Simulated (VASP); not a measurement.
Crystal: Hf2ZrGe2.

```xyz
10
Lattice="0.0000 4.6391 4.6391 4.6391 0.0000 4.6391 4.6391 4.6391 0.0000" Properties=species:S:1:pos:R:3 pbc="T T T"
Zr    2.3196    2.3196    2.3196
Zr    0.0000    0.0000    0.0000
Hf    5.7989    5.7989    5.7989
Hf    3.4794    3.4794    5.7989
Hf    3.4794    5.7989    3.4794
Hf    5.7989    3.4794    3.4794
Ge    1.1598    1.1598    1.1598
Ge    3.4794    3.4794    1.1598
Ge    3.4794    1.1598    3.4794
Ge    1.1598    3.4794    3.4794
```

The cell was built by a generator and needn't be a form met in nature.

```yaml
Program: VASP 6.6.1
Task: relaxation of cell and atoms
Functional: PBE
Potentials_or_basis: VASP PAW PBE potentials, release 64 (Zr_sv, Hf_pv, Ge_d)
Cutoff: 520 eV
k_mesh: 3 × 3 × 3
Occupations: gaussian, width 0.15 eV
Spin: no spin polarisation
```

At the start: pressure 48.0 GPa; volume 19.97 Å³/atom.

Question: Where does the relaxation end?

Answer: Over 5 steps the energy falls by 1162.3 meV/atom and the volume is 30.88 Å³/atom (+54.7 %); space group Fd-3m (No. 227, to 0.05 Å).

Step by step:
| step | energy change (eV) | largest force (eV/Å) | pressure (GPa) | volume (Å³) |
| --- | --- | --- | --- | --- |
| 1 | 0.0000 | 0.0000 | 48.01 | 199.68 |
| 2 | -7.8976 | 0.0000 | -17.14 | 427.31 |
| 3 | -11.5437 | 0.0000 | -1.60 | 321.27 |
| 4 | -11.6119 | 0.0000 | -0.71 | 314.15 |
| 5 | -11.6234 | 0.0000 | -0.10 | 308.84 |

Final structure:
```
Zr Hf Ge
1.0
     0.00000    5.36496    5.36496
     5.36496    0.00000    5.36496
     5.36496    5.36496    0.00000
Zr Hf Ge
2 4 4
Cartesian
  2.6825 2.6825 2.6825
  0.0000 0.0000 0.0000
  6.7062 6.7062 6.7062
  4.0237 4.0237 6.7062
  4.0237 6.7062 4.0237
  6.7062 4.0237 4.0237
  1.3412 1.3412 1.3412
  4.0237 4.0237 1.3412
  4.0237 1.3412 4.0237
  1.3412 4.0237 4.0237
```

Caveat: the k mesh is coarse (spacing up to 0.39 Å⁻¹), so the values aren't converged; the volume moved by over 15 % at a fixed basis, so the end points are rough.
